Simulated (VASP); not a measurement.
```
NiSb
1.0
    2.00430    -3.47155     0.00000
    2.00430     3.47155     0.00000
    0.00000     0.00000     5.23260
Ni Sb
2 2
Direct
  0.00000   0.00000   0.50000
  0.00000   0.00000   0.00000
  0.33333   0.66667   0.25000
  0.66667   0.33333   0.75000
```

These are PBE GGA, VASP's PBE PAW potentials (set 64) (plane waves; VASP 6.6.1) values and carry that method's errors. Run with 400 eV cut-off, 11×11×8 Γ-centred mesh, first-order Methfessel-Paxton smearing of 0.10 eV, potentials Ni Sb.

Question: Give the stress tensor in GPa (positive for a compressed cell).

Answer: 
```
-3.48   0.00   0.00
 0.00  -3.48   0.00
 0.00   0.00  -3.75
```
The pressure is its mean diagonal, -3.57 GPa.

The compound is NiSb in the NiAs type structure. The cell was not relaxed at this level. The run is one of a series of settings (KPOINTS 11×11×8 Γ-centred mesh against the base run), some of them coarse on purpose. The run is not spin-polarised, so no magnetic state was tried.
